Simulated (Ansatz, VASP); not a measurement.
# Ge2MoN4 in two plane-wave programs

Aim: how closely do two programs agree when they are given the same cell, functional and k mesh? The cell is taken from a series of runs on this material, whose earlier steps may have relaxed, scaled, displaced or heated it; both programs get it as it stands.

Method: plane waves, with VASP 6.6.1 beside it; single point at LDA and single point at LDA, spin-orbit coupling, in Ansatz 0.2.0.

### 1. The starting structure

The cell holds 7 atoms: 1 Mo, 4 N and 2 Ge. Its edges and angles: a = 2.974 Å, b = 2.974 Å, c = 37.700 Å, α = 90.0°, β = 90.0°, γ = 120.0°. Vacuum lies along c.

As a file:

```xyz
7
Lattice="2.9743 0.0000 0.0000 -1.4872 2.5759 0.0000 0.0000 0.0000 37.7000" Properties=species:S:1:pos:R:3
Mo    0.0000    0.0000   18.8500
N     0.0000    1.7172   20.0456
N     0.0000    1.7172   17.6544
N     1.4872    0.8586   22.4851
N     1.4872    0.8586   15.2149
Ge    0.0000    1.7172   21.8912
Ge    0.0000    1.7172   15.8088
```

### 2. VASP: single point, LDA

A single point gives forces, pressure and levels at one fixed geometry, so differences don't come from the geometry; what else differs is listed under the comparison.

Lines of VASP's logs that name or quote its potential files are left out, and so is its time.

File INCAR:

```
SYSTEM = Ge2MoN4
PREC = Accurate
ENCUT = 520
EDIFF = 1E-06
NELM = 120
ISMEAR = -1
SIGMA = 0.02
LREAL = .FALSE.
ALGO = Normal
GGA = PW92
NBANDS = 38
LASPH = .TRUE.
LORBIT = 11
LWAVE = .FALSE.
LCHARG = .FALSE.
ISIF = 2
LDIPOL = .TRUE.
IDIPOL = 3
DIPOL = 0.5 0.5 0.5
LVHAR = .TRUE.
GGA_COMPAT = .FALSE.
EFERMI = MIDGAP
NELMDL = -8
KPAR = 2
```

File POSCAR:

```
Ge2MoN4
1.0
    2.9743497379      0.0000000000      0.0000000000
   -1.4871748689      2.5758624327      0.0000000000
    0.0000000000      0.0000000000     37.7000000000
Mo N Ge
1 4 2
Direct
    0.0000000000      0.0000000000      0.5000000000
    0.3333333333      0.6666666667      0.5317146755
    0.3333333333      0.6666666667      0.4682853245
    0.6666666667      0.3333333333      0.5964224723
    0.6666666667      0.3333333333      0.4035775277
    0.3333333333      0.6666666667      0.5806690192
    0.3333333333      0.6666666667      0.4193309808
```

File KPOINTS:

```
Automatic mesh
0
Gamma
9 9 1
0 0 0
```

Potentials, in the order of the species: Mo_sv, N and Ge_d (LDA family, release 64).

The run is started by

```sh
$ mpirun -np 2 vasp_std
```

Numbers of over 12 decimals in the logs are rounded to 6 here.

The log of the run:

```text
[banner, memory and clock lines left out]
running    2 mpi-ranks, on    1 nodes
 distrk:  each k-point on    1 cores,    2 groups
 distr:  one band on    1 cores,    1 groups

 POSCAR found type information on POSCAR MoN Ge
 POSCAR found :  3 types and       7 ions
|                                                                             |
|               ----> ADVICE to this user running VASP <----                  |
|                                                                             |
|     You enforced a specific xc type in the INCAR file but a different       |
|     [... a line on the potential file left out ...]
|     I HOPE YOU KNOW WHAT YOU ARE DOING!                                     |
|                                                                             |

 LDA part: xc-table for (Slater(with rela. corr.)+PW92), standard interpolation
 POSCAR, INCAR and KPOINTS ok, starting setup
 FFT: planning ... GRIDC
 FFT: planning ... GRID_SOFT
 FFT: planning ... GRID
 WAVECAR not read
 entering main loop
       N       E                     dE             d eps       ncg     rms          rms(c)
DAV:   1     0.734375863279E+03    0.73438E+03   -0.32150E+04  1266   0.222E+03
DAV:   2     0.349902333883E+02   -0.69939E+03   -0.67875E+03  1112   0.641E+02
DAV:   3    -0.661556107248E+02   -0.10115E+03   -0.10006E+03  1224   0.191E+02
DAV:   4    -0.713577349168E+02   -0.52021E+01   -0.51724E+01  1192   0.535E+01
DAV:   5    -0.715393115177E+02   -0.18158E+00   -0.18130E+00  1328   0.878E+00
DAV:   6    -0.715441170016E+02   -0.48055E-02   -0.48046E-02  1424   0.121E+00
DAV:   7    -0.715442005646E+02   -0.83563E-04   -0.83558E-04  1388   0.147E-01
DAV:   8    -0.715442030197E+02   -0.24550E-05   -0.24550E-05  1368   0.237E-02    0.375E+01
DAV:   9    -0.624247453204E+02    0.91195E+01   -0.48204E+01  1298   0.541E+01    0.855E+00
DAV:  10    -0.618777378783E+02    0.54701E+00   -0.82605E+00  1038   0.177E+01    0.108E+01
DAV:  11    -0.616101200919E+02    0.26762E+00   -0.56907E-01  1034   0.619E+00    0.363E+00
DAV:  12    -0.615694677210E+02    0.40652E-01   -0.24536E-01  1162   0.295E+00    0.712E-01
DAV:  13    -0.615654639745E+02    0.40037E-02   -0.26522E-02  1190   0.110E+00    0.343E-01
DAV:  14    -0.615652526838E+02    0.21129E-03   -0.45123E-03  1120   0.364E-01    0.175E-01
[...]
DAV:  19    -0.615659667793E+02   -0.10316E-03   -0.13883E-05  1016   0.219E-02    0.599E-03
DAV:  20    -0.615660415242E+02   -0.74745E-04   -0.62254E-06   892   0.108E-02    0.403E-03
DAV:  21    -0.615660998834E+02   -0.58359E-04   -0.20788E-06   792   0.567E-03    0.182E-03
DAV:  22    -0.615661272987E+02   -0.27415E-04   -0.74139E-07   734   0.412E-03    0.104E-03
DAV:  23    -0.615661478489E+02   -0.20550E-04   -0.90731E-07   752   0.283E-03    0.649E-04
DAV:  24    -0.615661554128E+02   -0.75639E-05   -0.23109E-07   716   0.196E-03    0.295E-04
DAV:  25    -0.615661601711E+02   -0.47583E-05   -0.19819E-07   738   0.123E-03    0.250E-04
DAV:  26    -0.615661607755E+02   -0.60439E-06   -0.18350E-08   618   0.886E-04
   1 F= -.61566161E+02 E0= -.61566161E+02  d E =-.310217E-12
```

OUTCAR, selected parts (step 2):

```text
ion  position               nearest neighbor table
   1  0.000  0.000  0.500-   2 2.09   3 2.09   2 2.09   3 2.09   2 2.09   3 2.09
   2  0.333  0.667  0.532-   6 1.85   1 2.09   1 2.09   1 2.09
   3  0.333  0.667  0.468-   7 1.85   1 2.09   1 2.09   1 2.09
   4  0.667  0.333  0.596-   6 1.82   6 1.82   6 1.82
   5  0.667  0.333  0.404-   7 1.82   7 1.82   7 1.82
   6  0.333  0.667  0.581-   4 1.82   4 1.82   4 1.82   2 1.85
   7  0.333  0.667  0.419-   5 1.82   5 1.82   5 1.82   3 1.85

  LATTYP: Found a hexagonal cell.
 ALAT       =     2.9743497379
 C/A-ratio  =    12.6750393606

 Subroutine GETGRP returns: Found 12 space group operations
 (whereof 12 operations were pure point group operations)

The static configuration has the point symmetry D_3h.

 Found     12 irreducible k-points:

   k-points           NKPTS =     12   k-points in BZ     NKDIM =     12   number of bands    NBANDS=     38

   dimension x,y,z NGX =    24 NGY =   24 NGZ =  280
   dimension x,y,z NGXF=    48 NGYF=   48 NGZF=  560

   ENCUT  =  520.0 eV  38.22 Ry    6.18 a.u.   5.53  5.53 70.10*2*pi/ulx,y,z

   NELECT =      62.0000    total number of electrons

 k-points in reciprocal lattice and weights: Automatic mesh
   0.00000000  0.00000000  0.00000000       0.012
   0.11111111  0.00000000  0.00000000       0.074
   0.22222222 -0.00000000  0.00000000       0.074
   0.33333333 -0.00000000  0.00000000       0.074
   0.44444444 -0.00000000  0.00000000       0.074
   0.11111111  0.11111111  0.00000000       0.074
   0.22222222  0.11111111  0.00000000       0.148
   0.33333333  0.11111111  0.00000000       0.148
   0.44444444  0.11111111  0.00000000       0.074
   0.22222222  0.22222222  0.00000000       0.074
   0.33333333  0.22222222  0.00000000       0.148
   0.33333333  0.33333333  0.00000000       0.025

 dipolmoment           0.000000      0.000000     -0.000000 electrons x Angstroem

 average (electrostatic) potential at core
       1 -84.4140       2 -70.7777       3 -70.7777       4 -70.9512       5 -70.9512
       6 -82.9317       7 -82.9317

 E-fermi :  -1.5652

 k-point     1 :       0.0000    0.0000    0.0000
  band No.  band energies     occupation
    ...
     27      -5.1416      2.00000
     28      -4.8709      2.00000
     29      -4.8709      2.00000
     30      -4.0766      2.00000
     31      -2.0767      2.00000
     32       0.2601      0.00000
     33       0.3281      0.00000
     34       0.6686      0.00000
     35       0.6686      0.00000
     36       0.7391      0.00000
    ...

 k-point     2 :       0.1111    0.0000    0.0000
  band No.  band energies     occupation
    ...
     27      -5.3842      2.00000
     28      -5.1794      2.00000
     29      -5.0748      2.00000
     30      -3.9001      2.00000
     31      -2.1886      2.00000
     32       0.0298      0.00000
     33       0.3547      0.00000
     34       0.6701      0.00000
     35       1.0010      0.00000
     36       1.2246      0.00000
    ...

 k-point     3 :       0.2222   -0.0000    0.0000
  band No.  band energies     occupation
    ...
     27      -5.5594      2.00000
     28      -5.5159      2.00000
     29      -5.4439      2.00000
     30      -4.0722      2.00000
     31      -2.9633      2.00000
     32       0.2331      0.00000
     33       0.5169      0.00000
     34       0.6232      0.00000
     35       1.7301      0.00000
     36       1.8654      0.00000
    ...

  Total        0.4654636      0.4654636      0.3263688      0.0000000      0.0000000     -0.0000000
  in kB        2.5819049      2.5819049      1.8103524      0.0000000      0.0000000     -0.0000000
  external PRESSURE =       2.3247207 kB  Pullay stress =       0.0000000 kB

  energy-cutoff  :      520.00
  volume of cell :      288.84
      direct lattice vectors                 reciprocal lattice vectors
     2.974349738  0.000000000  0.000000000     0.336207941  0.194109745  0.000000000
    -1.487174869  2.575862433  0.000000000     0.000000000  0.388219490  0.000000000
     0.000000000  0.000000000 37.700000000     0.000000000  0.000000000  0.026525199

 POSITION                                       TOTAL-FORCE (eV/Angst)
 -----------------------------------------------------------------------------------
      0.00000      0.00000     18.85000        -0.000000     -0.000000     -0.000000
     -0.00000      1.71724     20.04564        -0.000000     -0.000000      0.000266
     -0.00000      1.71724     17.65436        -0.000000     -0.000000     -0.000266
      1.48717      0.85862     22.48513         0.000000      0.000000      0.038535
      1.48717      0.85862     15.21487         0.000000      0.000000     -0.038535
     -0.00000      1.71724     21.89122        -0.000000      0.000000      0.022519
     -0.00000      1.71724     15.80878         0.000000     -0.000000     -0.022519
 -----------------------------------------------------------------------------------
    total drift:                                0.000001     -0.000000     -0.000000

  FREE ENERGIE OF THE ION-ELECTRON SYSTEM (eV)
  ---------------------------------------------------
  free  energy   TOTEN  =       -61.5661607755 eV

  energy  without entropy=      -61.5661607755  energy(sigma->0) =      -61.56616078

 vacuum level on the upper side and lower side of the slab         3.647         3.647

 total charge
# of ion       s       p       d       tot
------------------------------------------
    1        2.314   6.282   3.911  12.506
    2        1.231   2.488   0.000   3.719
    3        1.231   2.488   0.000   3.719
    4        1.229   2.551   0.000   3.780
    5        1.229   2.551   0.000   3.780
    6        1.039   1.438  10.395  12.873
    7        1.039   1.438  10.395  12.873
--------------------------------------------------
tot          9.312  19.237  24.701  53.250

[... 3 further parts left out ...]
```

This run has no spin polarisation, so a moment on Mo, if there is one, isn't seen.

### 3. Ansatz: single point, LDA

Ansatz runs on its PAW soft_1 files.

The same cell, functional (in two slightly different forms), mesh and smearing now go to Ansatz, which takes its cutoff from its data sets.

File input.yaml:

```yaml
crystal:
  lattice:
    - [2.9743497379, 0.0, 0.0]
    - [-1.4871748689, 2.5758624327, 0.0]
    - [0.0, 0.0, 37.7]
  atoms:
    - { symbol: Mo, position: [0.0, 0.0, 0.5] }
    - { symbol: "N", position: [0.3333333333, 0.6666666667, 0.5317146755] }
    - { symbol: "N", position: [0.3333333333, 0.6666666667, 0.4682853245] }
    - { symbol: Ge, position: [0.3333333333, 0.6666666667, 0.5806690192] }
    - { symbol: Ge, position: [0.3333333333, 0.6666666667, 0.4193309808] }
    - { symbol: "N", position: [0.6666666667, 0.3333333333, 0.5964224723] }
    - { symbol: "N", position: [0.6666666667, 0.3333333333, 0.4035775277] }
  periodic: [true, true, false]
kpoints:
  mp_grid: { grid: [9, 9, 1] }
  band_path:
    path:
      - [0, 0, 0]
      - [0.5, 0, 0]
      - [0.3333333333333, 0.3333333333333, 0]
      - [0, 0, 0]
    npoints: 10
hamiltonian:
  xc: lda
  pseudopotentials: { kind: paw, azcp: { folder: soft_1 }, xc_functional: pbe }
scf:
  occupations: { method: fermi_dirac, width: 0.02 }
  n_extra_bands: 6
output:
  eigenvalues: true
  write_density: true
  write_potential: true
  elf: true
  volumetric_format: npy
```

The run is started by

```sh
$ ansatz run input.yaml --threads 4 --pin off --max-ram 17510MiB --backend cpu --events-out ev --progress --plain --runs-dir out
```

The log of the run:

```text
scf.n_extra_bands = 6 over 31 filled bands (N_el = 62.0): the run solves 37 bands
Engine: ansatz 0.2.0, aarch64-unknown-linux-gnu
Pseudopotentials: kind: paw
Pseudopotential: Mo, paw, valence charge 14, recommended cutoff 420 eV (normal), soft_1/Mo.paw.azcp
Pseudopotential: N, paw, valence charge 5, recommended cutoff 420 eV (normal), soft_1/N.paw.azcp
Pseudopotential: Ge, paw, valence charge 14, recommended cutoff 420 eV (normal), soft_1/Ge.paw.azcp
Functional definition: SPW92
  exchange = slater_x
  correlation = pw_c
Crystal: 7 atoms, lattice volume = 288.839 Å³
Basis set: ecut = 420 eV, 5513 PW (Γ)
Bands: 37, of which v1, the nominal top of the filled ones, is band 31 counted from 1 (30 counted from 0)
Symmetry: 12 space group operations
Space group: P-6m2 (ITA 187), of the structure as read, at distance tolerance 6.6e-5 Å
k-points: 12 of 81 (time reversal used)
Non-local potential: Mo, projectors of the file, l = 0: 3, l = 1: 2, l = 2: 2, l = 3: 1
Non-local potential: N, projectors of the file, l = 0: 2, l = 1: 2, l = 2: 1
Non-local potential: Ge, projectors of the file, l = 0: 2, l = 1: 2, l = 2: 3, l = 3: 1
PAW form: soft (Blöchl's): semilocal exchange-correlation on the pseudo side does not see the compensation charge
PAW frozen core: Mo, regenerated for the run's functional, and the local potential with it (the file was generated under x = pbe(κ = 0.804, μ = 0.219515), c = pbe(β = 0.066725))
PAW frozen core: N, regenerated for the run's functional, and the local potential with it (the file was generated under x = pbe(κ = 0.804, μ = 0.219515), c = pbe(β = 0.066725))
PAW frozen core: Ge, regenerated for the run's functional, and the local potential with it (the file was generated under x = pbe(κ = 0.804, μ = 0.219515), c = pbe(β = 0.066725))
PAW one-centre angular grid: Mo, 590 points (default); XC on 64 Gauss nodes
PAW one-centre angular grid: N, 110 points (default); XC on 64 Gauss nodes
PAW one-centre angular grid: Ge, 590 points (default); XC on 64 Gauss nodes
Initial density: superposition of atomic densities (neutral atoms: chi_scale 0, normalization atom)
Initial wavefunctions: pseudopotential atomic-orbital guess
Functional: x = slater, c = lda
SCF iter   1: F=—  HF=-14781.401486 eV  |F-HF|=—  |Δ(HF+E_count)|=         —  Δρ=9.97e-2  dr2=3.37e1  ethr=3.10e-3  ⟨swp⟩=13.2  Hψ=3016  notcnv=0
preconditioner: auto → Resta (q_TF=auto, 2.111 Å⁻¹)  ε∞=1.8  [insulator: Δε(μ)=1.239 eV  Ē_g=18.149 eV  σ=0.020 eV  W_gap=1.00  n_scr=24 (ndim 8)  ℏωp=16.1 eV  f_vac=0.716  D(μ)=0.00/eV (n_scr^D=0)  ε∞_Penn≈1.8  vacuum switching on, ρ_ref=2.4e-2 e/Å³]
SCF iter   2: F=—  HF=-14775.522619 eV  |F-HF|=—  |Δ(HF+E_count)|=    5.88e0  Δρ=6.89e-2  dr2=2.15e1  ethr=3.10e-3  ⟨swp⟩=5.7  Hψ=1529  notcnv=0  defer=23
preconditioner: auto → LDOS  [insulator: Δε(μ)=0.187 eV  Ē_g=16.779 eV  σ=0.020 eV  W_gap=0.83  n_scr=24 (ndim 8)  ℏωp=16.1 eV  f_vac=0.721  D(μ)=1.03/eV (n_scr^D=8)  ε∞_Penn≈1.9  β→1.0]
SCF iter   3: F=—  HF=-14772.586532 eV  |F-HF|=—  |Δ(HF+E_count)|=    2.94e0  Δρ=1.57e-2  dr2=7.32e-1  ethr=3.10e-3  ⟨swp⟩=4.8  Hψ=1260  notcnv=0  defer=17
SCF iter   4: F=—  HF=-14772.573494 eV  |F-HF|=—  |Δ(HF+E_count)|=   1.30e-2  Δρ=1.20e-2  dr2=8.74e-1  ethr=1.18e-3  ⟨swp⟩=4.7  Hψ=1152  notcnv=0  defer=17
SCF iter   5: F=—  HF=-14772.446066 eV  |F-HF|=—  |Δ(HF+E_count)|=   1.27e-1  Δρ=4.82e-3  dr2=2.36e-1  ethr=1.18e-3  ⟨swp⟩=4.8  Hψ=916  notcnv=0  defer=18
SCF iter   6: F=—  HF=-14772.411682 eV  |F-HF|=—  |Δ(HF+E_count)|=   3.44e-2  Δρ=1.75e-3  dr2=3.29e-2  ethr=3.81e-4  ⟨swp⟩=3.8  Hψ=785  notcnv=0  defer=19
SCF iter   7: F=—  HF=-14772.407780 eV  |F-HF|=—  |Δ(HF+E_count)|=   3.90e-3  Δρ=4.73e-4  dr2=6.63e-4  ethr=5.30e-5  ⟨swp⟩=4.8  Hψ=940  notcnv=0  defer=19
SCF iter   8: F=—  HF=-14772.408015 eV  |F-HF|=—  |Δ(HF+E_count)|=   2.34e-4  Δρ=1.79e-4  dr2=1.05e-4  ethr=1.07e-6  ⟨swp⟩=3.6  Hψ=1091  notcnv=0  defer=19
SCF iter   9: F=—  HF=-14772.408004 eV  |F-HF|=—  |Δ(HF+E_count)|=   1.07e-5  Δρ=8.36e-5  dr2=2.84e-5  ethr=1.70e-7  ⟨swp⟩=3.8  Hψ=1102  notcnv=0  defer=19
SCF iter  10: F=—  HF=-14772.408143 eV  |F-HF|=—  |Δ(HF+E_count)|=   1.39e-4  Δρ=2.03e-5  dr2=1.89e-6  ethr=4.59e-8  ⟨swp⟩=2.8  Hψ=893  notcnv=0  defer=19
SCF iter  11: F=-14772.408143 eV  HF=-14772.408143 eV  |F-HF|=3.61e-8  |Δ(HF+E_count)|=   1.08e-7  Δρ=4.99e-6  dr2=7.16e-8  ethr=1.61e-10  ⟨swp⟩=16.8  Hψ=2888  notcnv=0
SCF 1 converged in 11 iterations: F = -14772.408143 eV  dr2 = 7.16e-8
  greatest PAW one-centre occupation: 0.999 electrons in one spin orbital (limit 2), on the Ge atom at site 4 (counted from 0), in its partial waves of l = 2
NSCF: frozen V_eff on 31 k-points
WARN: The output density's exchange-correlation potential varies sharply where the density is thin. Do not read a vacuum level from v_tot or v_xc, or from such a field of the output density. On a cell that repeats whose density bears no net charge and no dipole along the vacuum's axis use v_es (v_loc + v_h of the components); under efield.dipole_correction with no amplitude use v_es + v_field, which holds any externa [...]
SCF converged after 11 iterations
Free energy (F): -14772.408143 eV
Harris-Foulkes:  -14772.408143 eV  (|F-HF|=3.61e-8)
Internal energy: -14772.408143 eV  (E = F + TS)
E sigma→0 (E₀):  -14772.408143 eV
Fermi energy:    -5.206498 eV
--- Per-component energies (eV) ---
  E_band       = -1456.204482
  E_kinetic    = 1126.408261
  E_local      = -297718.050107  (includes V_loc(G=0)·N_el)
  E_nonlocal   = 750.889148
  E_hartree    = 147945.856631
  E_xc         = -552.337600
  E_vxc        = -649.525221  (∫ρ·V_xc dr)
  E_paw        = -7455.474978  (= ΣΔE_a)
  E_vpaw       = -857.659868  (= ΣTr[D̂ρ^β])
  E_aug_tail   = 0.003548  (compensation charges beyond the density's cutoff)
  E_ewald      = 141125.687310
  E_core_change = 4.609645  (= ΣΔE_core)
  E_smearing   = -0.000000  (= −TS)
  E_closure    = 0.000000  (closes the sum)
  Σ components = -14772.408143   (vs F -14772.408143, Δ=0.00e0)
--- Band table (eV; the first three rows and the last of 12) ---
  k-point 0: bands = [... 27 lower, -8.5023, -8.5023, -7.7114, -5.7120, -3.3876, -3.3225, -2.9656, -2.9656, ... 2 higher]
  k-point 1: bands = [... 27 lower, -8.8115, -8.7065, -7.5370, -5.8225, -3.6103, -3.2837, -2.9674, -2.6342, ... 2 higher]
  k-point 2: bands = [... 27 lower, -9.1534, -9.0869, -7.7108, -6.5961, -3.4042, -3.1203, -3.0142, -1.9072, ... 2 higher]
  k-point 11: bands = [... 27 lower, -8.6922, -8.3733, -8.1519, -6.4251, -4.6876, -2.3215, -1.5596, -0.9734, ... 2 higher]
```

### 4. Differences

Known differences besides the potentials themselves: Ansatz cuts the interaction across the vacuum, VASP repeats the sheet with a dipole correction; the cutoff is 420 eV in Ansatz and 520 eV in VASP; VASP's log shows a relativistic correction to its local exchange, Ansatz's none. Total energies have different zeros and are not compared.

The two programs side by side:

```csv
quantity,Ansatz,VASP,difference
gap on the k mesh (eV),1.024,1.023,+0.001
```

A gap on the mesh is an upper bound, since the band edges may lie between its points. With vacuum in the cell, a pressure given here is an average over mostly empty space and none of the material.

(Continued in part 2 of 2.)

[Lines on the potential files, build, host, timing and source positions are cut from VASP's logs without a mark.]

[Logs are printed without paths, hosts, clocks, repeated set-up lines and the standing remarks that a program may print on its own settings, such as how far it seeks lower states.]

[Hosts, paths, dates, database ids (printed as entryN), source tags and the programs' standing remarks are cut or masked in the printed files.]
